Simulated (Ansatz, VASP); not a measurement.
# CO2 (CdI2 type (invented)) in two plane-wave programs, part 2 of 3

Wanted: the spread between two codes on one cell, functional and k mesh. The cell is generated by rule, not measured, and may not be a known phase. The cell is taken from a series of runs on this material, whose earlier steps may have relaxed, scaled, displaced or heated it; both programs get it as it stands.

VASP 6.6.1 and Ansatz 0.2.0.

So far: The starting structure; Ansatz: zone-centre phonons, PBEsol.

### 3. VASP: zone-centre phonons, PBEsol

Level of this step: PBEsol; plane waves and PAW (C, O); invented cell (VASP).

The same cell, functional and mesh now go to VASP, with its own data sets.

Lines of VASP's logs that name or quote its potential files are left out, and so is its time.

INCAR reads:

```
SYSTEM = CO2
PREC = Accurate
ENCUT = 600
EDIFF = 1E-08
NELM = 120
ISMEAR = 0
SIGMA = 0.01
LREAL = .FALSE.
ALGO = Normal
GGA = PS
NBANDS = 14
LORBIT = 11
LWAVE = .FALSE.
LCHARG = .FALSE.
ISIF = 2
IBRION = 8
LEPSILON = .TRUE.
LASPH = .TRUE.
GGA_COMPAT = .FALSE.
EFERMI = MIDGAP
KPAR = 2
```

POSCAR reads:

```
CO2
1.0
    2.3480704609      0.0000000003      0.0000000000
   -1.1740352307      2.0334886689      0.0000000000
    0.0000000000      0.0000000000      5.1036411510
C O
1 2
Direct
    0.0000000000      0.0000000000      0.0000000000
    0.3333333333      0.6666666667      0.1712278687
    0.6666666667      0.3333333333      0.8287721313
```

KPOINTS reads:

```
Automatic mesh
0
Gamma
9 9 4
0 0 0
```

The projector-augmented-wave data sets are C and O (PBE family, release 64).

On the command line:

```sh
mpirun -np 2 vasp_std
```

The log of the run:

```text
[banner, memory and clock lines left out]
running    2 mpi-ranks, on    1 nodes
 distrk:  each k-point on    1 cores,    2 groups
 distr:  one band on    1 cores,    1 groups

 POSCAR found type information on POSCAR C O
 POSCAR found :  2 types and       3 ions
|                                                                             |
|               ----> ADVICE to this user running VASP <----                  |
|                                                                             |
|     You enforced a specific xc type in the INCAR file but a different       |
|     [... a line on the potential file left out ...]
|     I HOPE YOU KNOW WHAT YOU ARE DOING!                                     |
|                                                                             |

 LDA part: xc-table for (Slater+PW92), standard interpolation
 POSCAR, INCAR and KPOINTS ok, starting setup
 FFT: planning ... GRIDC
 FFT: planning ... GRID_SOFT
 FFT: planning ... GRID
 WAVECAR not read
 entering main loop
       N       E                     dE             d eps       ncg     rms          rms(c)
DAV:   1     0.716212345102E+02    0.71621E+02   -0.10040E+04  1212   0.126E+03
DAV:   2    -0.174931240632E+02   -0.89114E+02   -0.78587E+02  1586   0.259E+02
DAV:   3    -0.204745212266E+02   -0.29814E+01   -0.29616E+01  1354   0.481E+01
DAV:   4    -0.204917838159E+02   -0.17263E-01   -0.17259E-01  1534   0.414E+00
DAV:   5    -0.204919146950E+02   -0.13088E-03   -0.13088E-03  1360   0.332E-01    0.765E+00
DAV:   6    -0.193727233570E+02    0.11192E+01   -0.16437E+00  1414   0.175E+01    0.290E+00
DAV:   7    -0.193469020395E+02    0.25821E-01   -0.24662E-01  1288   0.484E+00    0.163E+00
DAV:   8    -0.193382403351E+02    0.86617E-02   -0.24086E-02  1564   0.172E+00    0.311E-01
DAV:   9    -0.193380603078E+02    0.18003E-03   -0.26959E-03  1348   0.548E-01    0.828E-02
DAV:  10    -0.193380638993E+02   -0.35916E-05   -0.43555E-04  1408   0.218E-01    0.231E-02
DAV:  11    -0.193380697486E+02   -0.58492E-05   -0.37339E-05  1426   0.564E-02    0.111E-02
DAV:  12    -0.193380722036E+02   -0.24551E-05   -0.57925E-06  1330   0.220E-02    0.258E-03
DAV:  13    -0.193380721253E+02    0.78305E-07   -0.41085E-07  1450   0.647E-03    0.744E-04
DAV:  14    -0.193380722150E+02   -0.89657E-07   -0.63597E-08  1252   0.249E-03    0.266E-04
DAV:  15    -0.193380722121E+02    0.28572E-08   -0.28175E-09  1262   0.527E-04
   1 F= -.19338072E+02 E0= -.19338072E+02  d E =0.000000E+00
 Linear response reoptimize wavefunctions to high precision
DAV:   1    -0.193380722105E+02    0.15798E-08   -0.61254E-10   898   0.253E-04
DAV:   2    -0.193380722106E+02   -0.27285E-10   -0.53405E-11   770   0.747E-05
 Linear response G [H, r] |phi>, progress :
  Direction:   1
       N       E                     dE             d eps       ncg     rms
RMM:   1    -0.734373783278E+02   -0.73437E+02   -0.40826E+01  3017   0.804E+01
RMM:   2    -0.555115566773E+02    0.17926E+02   -0.49464E+00  1873   0.199E+01
RMM:   3    -0.555391228365E+02   -0.27566E-01   -0.36363E-02  1956   0.170E+00
RMM:   4    -0.555396244870E+02   -0.50165E-03   -0.79011E-04  1985   0.212E-01
RMM:   5    -0.555396413611E+02   -0.16874E-04   -0.78099E-06  2016   0.277E-02
RMM:   6    -0.555396427009E+02   -0.13398E-05   -0.22108E-06  1994   0.399E-03
RMM:   7    -0.555396427787E+02   -0.77835E-07   -0.25082E-06  1783   0.664E-04
RMM:   8    -0.555396428897E+02   -0.11092E-06   -0.36956E-06  1326   0.136E-04
RMM:   9    -0.555396430609E+02   -0.17128E-06   -0.59638E-06  1134   0.641E-05
RMM:  10    -0.555396429190E+02    0.14195E-06   -0.57042E-06   999   0.547E-05
RMM:  11    -0.555396427532E+02    0.16580E-06   -0.60902E-06   843   0.544E-05
RMM:  12    -0.555396427681E+02   -0.14921E-07   -0.54914E-06   631   0.545E-05
RMM:  13    -0.555396427174E+02    0.50735E-07   -0.99732E-06   499   0.546E-05
 Linear response G [H, r] |phi>, progress :
  Direction:   2
       N       E                     dE             d eps       ncg     rms
RMM:   1    -0.747013021000E+02   -0.74701E+02   -0.64197E+01  2936   0.795E+01
RMM:   2    -0.577524333765E+02    0.16949E+02   -0.46245E+00  1865   0.187E+01
RMM:   3    -0.577545941503E+02   -0.21608E-02   -0.36895E-02  1974   0.162E+00
RMM:   4    -0.577545594315E+02    0.34719E-04   -0.79172E-04  2010   0.196E-01
RMM:   5    -0.577545641393E+02   -0.47078E-05    0.18000E-05  2037   0.257E-02
RMM:   6    -0.577545647087E+02   -0.56941E-06    0.28711E-05  2016   0.376E-03
RMM:   7    -0.577545647374E+02   -0.28719E-07    0.28871E-05  1860   0.661E-04
RMM:   8    -0.577545647571E+02   -0.19650E-07    0.28700E-05  1366   0.142E-04
RMM:   9    -0.577545647686E+02   -0.11504E-07    0.28598E-05  1151   0.672E-05
RMM:  10    -0.577545647786E+02   -0.99864E-08    0.28513E-05  1084   0.597E-05
[...]
dielectric tensor                  component  3 :     0.069    -0.096     3.708
 Linear response to external field, progress :
  Direction:   1
       N       E                     dE             d eps       ncg     rms          rms(c)
RMM:   1    -0.259360262616E+00   -0.25936E+00   -0.11935E+00  5422   0.298E+00
RMM:   2    -0.266070681690E+00   -0.67104E-02   -0.67836E-03  4211   0.553E-01    0.117E+00
RMM:   3    -0.260541477962E+00    0.55292E-02   -0.22347E-03  4321   0.412E-01    0.643E-01
[...]
RMM:   6    -0.928924797788E-01   -0.67364E-03   -0.47007E-04  1952   0.133E-01    0.303E-02
RMM:   7    -0.935350549283E-01   -0.64258E-03   -0.49301E-05  1961   0.631E-02    0.469E-03
RMM:   8    -0.936442798219E-01   -0.10922E-03    0.71690E-06  1953   0.105E-02    0.126E-03
RMM:   9    -0.936354795950E-01    0.88002E-05   -0.42109E-06  2010   0.243E-03    0.370E-04
RMM:  10    -0.936350786044E-01    0.40099E-06   -0.44892E-06  2005   0.896E-04    0.485E-05
RMM:  11    -0.936352599853E-01   -0.18138E-06   -0.96651E-07  1625   0.105E-04    0.278E-05
RMM:  12    -0.936356641978E-01   -0.40421E-06   -0.30029E-07  1412   0.750E-05    0.287E-06
 change of polarisation eV/A/(eV/A) component  3 :    -0.000    -0.010     0.172
 dielectric tensor                  component  3 :    -0.001    -0.073     2.275
 Linear response DOF=           4
 Linear response progress:
  Degree of freedom:   1/  4
       N       E                     dE             d eps       ncg     rms          rms(c)
RMM:   1    -0.101913600261E+00   -0.10191E+00    0.20913E-02  6676   0.233E+00
RMM:   2    -0.924230170507E-01    0.94906E-02   -0.32781E-03  4057   0.499E-01    0.172E-01
RMM:   3    -0.922811352597E-01    0.14188E-03   -0.68979E-05  4293   0.740E-02    0.973E-02
RMM:   4    -0.923799828146E-01   -0.98848E-04   -0.63594E-05  4290   0.712E-02    0.865E-03
RMM:   5    -0.923658460878E-01    0.14137E-04   -0.11182E-06  4380   0.887E-03    0.126E-03
RMM:   6    -0.923619640850E-01    0.38820E-05    0.25489E-08  4344   0.995E-04    0.501E-04
RMM:   7    -0.923601842144E-01    0.17799E-05   -0.20145E-08  4416   0.524E-04    0.557E-05
RMM:   8    -0.923604883969E-01   -0.30418E-06    0.19920E-08  4211   0.790E-05    0.156E-05
RMM:   9    -0.923605189074E-01   -0.30511E-07    0.17812E-10  4561   0.275E-05    0.361E-06
RMM:  10    -0.923605041579E-01    0.14750E-07    0.14060E-08  4146   0.769E-06    0.171E-06
RMM:  11    -0.923605008678E-01    0.32900E-08    0.33664E-08  3939   0.394E-06    0.245E-07
 first order change of Fermi-energy   0.70864E-05
 force on displaced ion       1 direction 1 :   5.080   0.000   0.000
 Born effective charge ion    1 direction 1 :   4.675   0.000   0.000
 Linear response progress:
  Degree of freedom:   2/  4
       N       E                     dE             d eps       ncg     rms          rms(c)
RMM:   1    -0.127683810213E+00   -0.12768E+00    0.22446E-01  3047   0.292E+00
RMM:   2    -0.118748423173E+00    0.89354E-02   -0.45115E-03  1872   0.655E-01    0.259E-01
RMM:   3    -0.114850425593E+00    0.38980E-02   -0.38929E-03  2020   0.402E-01    0.234E-01
RMM:   4    -0.113441705859E+00    0.14087E-02   -0.87304E-04  1930   0.247E-01    0.775E-02
RMM:   5    -0.112426559230E+00    0.10151E-02   -0.47351E-04  1943   0.192E-01    0.173E-02
RMM:   6    -0.112489165470E+00   -0.62606E-04   -0.57370E-06  1976   0.258E-02    0.308E-03
RMM:   7    -0.112499142388E+00   -0.99769E-05   -0.84459E-08  1977   0.465E-03    0.125E-03
RMM:   8    -0.112504971052E+00   -0.58287E-05    0.32429E-08  1926   0.198E-03    0.222E-04
RMM:   9    -0.112503724542E+00    0.12465E-05    0.64239E-08  2007   0.457E-04    0.644E-05
RMM:  10    -0.112503939961E+00   -0.21542E-06   -0.37629E-08  1940   0.179E-04    0.120E-05
RMM:  11    -0.112503980323E+00   -0.40363E-07   -0.21759E-08  2064   0.261E-05    0.331E-06
RMM:  12    -0.112503974687E+00    0.56359E-08   -0.90585E-09  1898   0.845E-06    0.886E-07
 first order change of Fermi-energy  -0.18760E-04
 force on displaced ion       1 direction 3 :   0.000  -0.000 -43.190
 Born effective charge ion    1 direction 3 :   0.000   0.000   1.140
 Linear response progress:
  Degree of freedom:   3/  4
       N       E                     dE             d eps       ncg     rms          rms(c)
RMM:   1    -0.338793499967E+00   -0.33879E+00    0.20221E-01  9764   0.432E+00
RMM:   2    -0.332994165561E+00    0.57993E-02   -0.61804E-03  6836   0.668E-01    0.259E-01
RMM:   3    -0.333929839533E+00   -0.93567E-03   -0.19598E-04  6889   0.125E-01    0.143E-01
RMM:   4    -0.335580063532E+00   -0.16502E-02   -0.12261E-04  6653   0.112E-01    0.168E-02
RMM:   5    -0.335512487551E+00    0.67576E-04   -0.34868E-06  7495   0.200E-02    0.214E-03
RMM:   6    -0.335498799849E+00    0.13688E-04    0.21138E-07  7690   0.249E-03    0.741E-04
RMM:   7    -0.335509051513E+00   -0.10252E-04    0.54856E-08  6740   0.829E-04    0.839E-05
RMM:   8    -0.335510252436E+00   -0.12009E-05   -0.68507E-08  7989   0.178E-04    0.446E-05
RMM:   9    -0.335510534452E+00   -0.28202E-06   -0.10942E-07  7794   0.541E-05    0.161E-05
RMM:  10    -0.335510407025E+00    0.12743E-06   -0.67532E-08  7411   0.213E-05    0.324E-06
RMM:  11    -0.335510409733E+00   -0.27087E-08   -0.41689E-08  7367   0.735E-06    0.135E-06
 first order change of Fermi-energy  -0.29613E-04
 force on displaced ion       2 direction 1 :  -4.541  -0.004   0.000
 Born effective charge ion    2 direction 1 :  -2.343   0.000   0.000
 Linear response progress:
  Degree of freedom:   4/  4
       N       E                     dE             d eps       ncg     rms          rms(c)
RMM:   1    -0.414096966724E+00   -0.41410E+00    0.17535E-01  2497   0.426E+00
RMM:   2    -0.399962655413E+00    0.14134E-01   -0.60290E-03  1832   0.701E-01    0.250E-01
RMM:   3    -0.399436241546E+00    0.52641E-03   -0.12294E-03  1985   0.271E-01    0.133E-01
RMM:   4    -0.399668704511E+00   -0.23246E-03   -0.22687E-04  2009   0.129E-01    0.635E-02
RMM:   5    -0.400022416228E+00   -0.35371E-03   -0.93787E-05  2000   0.768E-02    0.165E-02
RMM:   6    -0.400070301511E+00   -0.47885E-04    0.55633E-06  2020   0.169E-02    0.742E-03
RMM:   7    -0.400087562264E+00   -0.17261E-04    0.37037E-06  1975   0.926E-03    0.131E-03
RMM:   8    -0.400094818248E+00   -0.72560E-05   -0.11964E-06  1973   0.177E-03    0.242E-04
RMM:   9    -0.400095078790E+00   -0.26054E-06   -0.13585E-07  2002   0.365E-04    0.997E-05
RMM:  10    -0.400095721588E+00   -0.64280E-06    0.77073E-08  1966   0.246E-04    0.155E-05
RMM:  11    -0.400095749496E+00   -0.27908E-07   -0.16450E-08  2033   0.314E-05    0.651E-06
RMM:  12    -0.400095806809E+00   -0.57313E-07   -0.18719E-08  1975   0.190E-05    0.120E-06
RMM:  13    -0.400095805351E+00    0.14577E-08   -0.24733E-08  1821   0.571E-06    0.339E-07
 first order change of Fermi-energy  -0.26816E+01
 force on displaced ion       2 direction 3 :  -0.000  -0.000 -31.352
 Born effective charge ion    2 direction 3 :  -0.000   0.000  -0.570
 Born effective charges drift removed
 Linear response finished
```

(Part 2 of 3 ends here.)

[Lines on the potential files, build, host, timing and source positions are cut from VASP's logs without a mark.]

[Logs are printed without paths, hosts, clocks, repeated set-up lines and the standing remarks that a program may print on its own settings, such as how far it seeks lower states.]

[Hosts, paths, dates, database ids (printed as entryN), source tags and the programs' standing remarks are cut or masked in the printed files.]
